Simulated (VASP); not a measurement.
An input for Quantum ESPRESSO's pw.x (written as the equivalent of a VASP run, and not itself run):

```
&CONTROL
  calculation = 'scf'
  pseudo_dir = './pseudo'
  outdir = './out'
  tprnfor = .true.
  tstress = .true.
/
&SYSTEM
  ibrav = 0
  nat = 2
  ntyp = 2
  ecutwfc = 84
  occupations = 'smearing'
  smearing = 'fermi-dirac'
  degauss = 0.000735
  input_dft = 'pbe'
/
&ELECTRONS
  conv_thr = 7.3e-08
  electron_maxstep = 100
/
ATOMIC_SPECIES
  Ga 69.723 Ga.upf
  As 74.922 As.upf
CELL_PARAMETERS angstrom
     0.0000000    2.8250000    2.8250000
     2.8250000    0.0000000    2.8250000
     2.8250000    2.8250000    0.0000000
ATOMIC_POSITIONS crystal
  Ga   0.0000000  0.0000000  0.0000000
  As   0.2500000  0.2500000  0.2500000
K_POINTS automatic
  8 8 8 0 0 0
```

Write the VASP files for the same calculation (PBE).

This is not unique; one that fits is 
### INCAR
```
! general
SYSTEM =GaAs
PREC   =Accurate
ENCUT  =300
LREAL  =.FALSE.
LASPH  =.TRUE.

! electronic loop
EDIFF  =1E-6
NELM   =100
ALGO   =Normal
LMAXMIX=4

! smearing
ISMEAR =-1
SIGMA  =0.01

! functional
GGA    =PE

! ions
ISIF   =2

! output
LWAVE  =.FALSE.
LCHARG =.FALSE.
```

KPOINTS:
```
Automatic mesh
0
Gamma
8 8 8
0 0 0
```

**POSCAR**
```
GaAs
1
    0.0000000000     2.8250000000     2.8250000000
    2.8250000000     0.0000000000     2.8250000000
    2.8250000000     2.8250000000     0.0000000000
Ga As
1 1
Direct
  0.0000000000   0.0000000000   0.0000000000
  0.2500000000   0.2500000000   0.2500000000
```

POTCAR, in this order: Ga_d As (PBE.64 set). Program: vasp_std.

What does not carry over: the potentials are each code's own (VASP's PAW set, PseudoDojo norm-conserving files in pw.x), so ENCUT and ecutwfc are chosen apart and not converted; conv_thr bounds pw.x's estimated SCF error, while EDIFF bounds the energy change between steps.

The structure is a typed GaAs crystal (F-43m). The cell was not relaxed at this level.
